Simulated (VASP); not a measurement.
Calculation: PBE GGA, VASP's PBE PAW potentials (set 64) (plane waves; VASP 6.6.1).

The input files of a VASP run:

**INCAR**
```
ISIF = 2   # forces and stress, cell fixed
GGA = PE   # PBE
LWAVE = .FALSE.
PREC = Normal
ENCUT = 400   # plane-wave cut-off (eV)
NSW = 20
IBRION = 2   # conjugate gradients
LASPH = .TRUE.   # aspherical one-centre terms
LREAL = .FALSE.   # projection in real space or not
LCHARG = .FALSE.
EDIFF = 1E-5
ISPIN = 2
SIGMA = 0.1   # width (eV)
LMAXMIX = 4   # l cut-off of mixed one-centre charges
ISMEAR = 1   # Methfessel-Paxton
ALGO = Fast   # Davidson, then RMM-DIIS
MAGMOM = 0.8
SYSTEM = Ni
EDIFFG = -0.03   # ionic stop
NELM = 100
NELMIN = 4
LORBIT = 10
```

**POSCAR**
```
Ni
1
    0.0000000000     1.7579732810     1.7579732810
    1.7579732810     0.0000000000     1.7579732810
    1.7579732810     1.7579732810     0.0000000000
Ni
1
Direct
  0.0000000000   0.0000000000   0.0000000000
```

KPOINTS:
```
Automatic mesh
0
G
 20 20 20
```

POTCAR, in this order: Ni (PBE.64 set). Program: vasp_std.

Output of the run:

File OUTCAR:
```
 ion  position               nearest neighbor table
   1  0.000  0.000  0.000-
  LATTYP: Found a face centered cubic cell.
 ALAT       =     3.5159465620
 Subroutine PRICEL returns:
 Original cell was already a primitive cell.
 Subroutine GETGRP returns: Found 48 space group operations
The static configuration has the point symmetry O_h .
The dynamic configuration has the point symmetry O_h .
The overall configuration has the point symmetry O_h .
 Subroutine INISYM returns: Found 48 space group operations
 Subroutine IBZKPT returns following result:
 Found    256 irreducible k-points:

 Following reciprocal coordinates:
            Coordinates               Weight
  0.000000  0.000000  0.000000      1.000000
  0.050000  0.000000  0.000000      8.000000
  0.100000  0.000000  0.000000      8.000000
  0.150000  0.000000  0.000000      8.000000
  0.200000  0.000000  0.000000      8.000000
  0.250000  0.000000  0.000000      8.000000
  0.300000  0.000000  0.000000      8.000000
  0.350000  0.000000  0.000000      8.000000
  0.400000  0.000000  0.000000      8.000000
  0.450000  0.000000  0.000000      8.000000
  0.500000  0.000000  0.000000      4.000000
  0.050000  0.050000  0.000000      6.000000
  0.100000  0.050000  0.000000     24.000000
  0.150000  0.050000  0.000000     24.000000
  0.200000  0.050000  0.000000     24.000000
  0.250000  0.050000  0.000000     24.000000
  0.300000  0.050000  0.000000     24.000000
  0.350000  0.050000  0.000000     24.000000
  0.400000  0.050000  0.000000     24.000000
  0.450000  0.050000  0.000000     24.000000
  0.500000  0.050000  0.000000     24.000000
 -0.450000  0.050000  0.000000     24.000000
 -0.400000  0.050000  0.000000     24.000000
 -0.350000  0.050000  0.000000     24.000000
 -0.300000  0.050000  0.000000     24.000000
 -0.250000  0.050000  0.000000     24.000000
 -0.200000  0.050000  0.000000     24.000000
 -0.150000  0.050000  0.000000     24.000000
 -0.100000  0.050000  0.000000     24.000000
 -0.050000  0.050000  0.000000     12.000000
  0.100000  0.100000  0.000000      6.000000
  0.150000  0.100000  0.000000     24.000000
  0.200000  0.100000  0.000000     24.000000
  0.250000  0.100000  0.000000     24.000000
  0.300000  0.100000  0.000000     24.000000
  0.350000  0.100000  0.000000     24.000000
  0.400000  0.100000  0.000000     24.000000
  0.450000  0.100000  0.000000     24.000000
  0.500000  0.100000  0.000000     24.000000
 -0.450000  0.100000  0.000000     24.000000
   k-points           NKPTS =    256   k-points in BZ     NKDIM =    256   number of bands    NBANDS=      9
   number of dos      NEDOS =    301   number of ions     NIONS =      1
   total plane-waves  NPLWV =   1728
   dimension x,y,z NGX =    12 NGY =   12 NGZ =   12
   dimension x,y,z NGXF=    24 NGYF=   24 NGZF=   24
   ions per type =               1
   PREC   = normal    normal or accurate (medium, high low for compatibility)
   ISTART =      0    job   : 0-new  1-cont  2-samecut
   ICHARG =      2    charge: 1-file 2-atom 10-const
   ISPIN  =      2    spin polarized calculation?
   LNONCOLLINEAR =      F non collinear calculations
   LSORBIT =      F    spin-orbit coupling
   INIWAV =      1    electr: 0-lowe 1-rand  2-diag
   ENCUT  =  400.0 eV  29.40 Ry    5.42 a.u.   4.05  4.05  4.05*2*pi/ulx,y,z
   NELM   =    100;   NELMIN=  4; NELMDL= -5     # of ELM steps
   EDIFF  = 0.1E-04   stopping-criterion for ELM
   LREAL  =      F    real-space projection
   NLSPLINE    = F    spline interpolate recip. space projectors
   LMAXMIX     =    4 max onsite mixed and CHGCAR
...
```

OSZICAR:
```
       N       E                     dE             d eps       ncg     rms          rms(c)
DAV:   1     0.179636819897E+02    0.17964E+02   -0.41361E+03  9656   0.117E+03
DAV:   2    -0.619445328968E+01   -0.24158E+02   -0.23190E+02  9312   0.148E+02
DAV:   3    -0.649538490962E+01   -0.30093E+00   -0.30069E+00 10668   0.216E+01
DAV:   4    -0.649815099918E+01   -0.27661E-02   -0.27659E-02 10397   0.184E+00
DAV:   5    -0.649822213768E+01   -0.71139E-04   -0.71138E-04 10663   0.253E-01    0.988E+00
RMM:   6    -0.579864014032E+01    0.69958E+00   -0.48721E+00  9216   0.392E+01    0.646E+00
RMM:   7    -0.549388277402E+01    0.30476E+00   -0.82691E-01  9216   0.169E+01    0.218E+00
RMM:   8    -0.547392084831E+01    0.19962E-01   -0.13583E-02  9516   0.143E+00    0.942E-01
RMM:   9    -0.547217452045E+01    0.17463E-02   -0.16878E-03  9753   0.556E-01    0.214E-01
RMM:  10    -0.547173150936E+01    0.44301E-03   -0.35927E-04  9315   0.332E-01    0.430E-02
RMM:  11    -0.547171200131E+01    0.19508E-04   -0.10275E-04  9444   0.127E-01    0.368E-02
RMM:  12    -0.547171413967E+01   -0.21384E-05   -0.18041E-05  6648   0.440E-02
   1 F= -.54717141E+01 E0= -.54716492E+01  d E =-.547171E+01  mag=     0.6299
```

File OUTCAR:
```
------------------------ aborting loop because EDIFF is reached ----------------------------------------
  FORCE on cell =-STRESS in cart. coord.  units (eV):
  Direction    XX          YY          ZZ          XY          YZ          ZX
  --------------------------------------------------------------------------------------
  Total       -0.0290505     -0.0290505     -0.0290505      0.0000000      0.0000000      0.0000000
  in kB       -4.2834893     -4.2834893     -4.2834893      0.0000000      0.0000000      0.0000000
  external PRESSURE =      -4.2834893 kB  Pullay stress =       0.0000000 kB
  volume of cell :       10.87
      direct lattice vectors                 reciprocal lattice vectors
     0.000000000  1.757973281  1.757973281    -0.284418430  0.284418430  0.284418430
     1.757973281  0.000000000  1.757973281     0.284418430 -0.284418430  0.284418430
     1.757973281  1.757973281  0.000000000     0.284418430  0.284418430 -0.284418430
 POSITION                                       TOTAL-FORCE (eV/Angst)
 -----------------------------------------------------------------------------------
      0.00000      0.00000      0.00000         0.000000     -0.000000      0.000000
 -----------------------------------------------------------------------------------
    total drift:                               -0.000000      0.000000     -0.000000
  FREE ENERGIE OF THE ION-ELECTRON SYSTEM (eV)
  ---------------------------------------------------
  free  energy   TOTEN  =        -5.4717141397 eV

  energy  without entropy=       -5.4715192691  energy(sigma->0) =       -5.47164918

 total charge

# of ion       s       p       d       tot
------------------------------------------
    1        0.499   0.500   8.311   9.309

 magnetization (x)

# of ion       s       p       d       tot
------------------------------------------
    1       -0.007  -0.026   0.674   0.642

 reached required accuracy - stopping structural energy minimisation
```
(Selected blocks of OUTCAR.)

File OUTCAR:
```
 val. band max:        9.4020365307   @ k =   0.3500   0.2000   0.0500

 cond. band min:       9.4069973946   @ k =   0.4000   0.2500   0.0000


 Fermi energy:         9.4048462932

 spin component 1

 k-point     1 :       0.0000    0.0000    0.0000
  band No.  band energies     occupation
      1       0.3758      1.00000
      2       6.9522      1.00000
      3       6.9522      1.00000
      4       6.9522      1.00000
      5       8.1374      1.00000
      6       8.1374      1.00000
      7      33.1344      0.00000
      8      37.0028      0.00000
      9      37.0028      0.00000

 k-point     2 :       0.0500    0.0000    0.0000
  band No.  band energies     occupation
      1       0.4739      1.00000
      2       6.9268      1.00000
      3       6.9743      1.00000
      4       6.9743      1.00000
      5       8.1279      1.00000
      6       8.1279      1.00000
      7      32.8558      0.00000
      8      35.6600      0.00000
      9      36.7772      0.00000

 k-point     3 :       0.1000    0.0000    0.0000
  band No.  band energies     occupation
      1       0.7647      1.00000
      2       6.8566      1.00000
      3       7.0342      1.00000
      4       7.0342      1.00000
      5       8.1055      1.00000
      6       8.1055      1.00000
      7      31.4005      0.00000
      8      34.4119      0.00000
      9      36.2744      0.00000

 k-point     4 :       0.1500    0.0000    0.0000
  band No.  band energies     occupation
      1       1.2370      1.00000
      2       6.7595      1.00000
      3       7.1111      1.00000
      4       7.1111      1.00000
      5       8.0897      1.00000
      6       8.0898      1.00000
      7      28.9521      0.00000
      8      33.9933      0.00000
      9      35.7284      0.00000

 k-point     5 :       0.2000    0.0000    0.0000
  band No.  band energies     occupation
      1       1.8670      1.00000
...
```

The compound is Ni in the fcc structure. It was relaxed first.
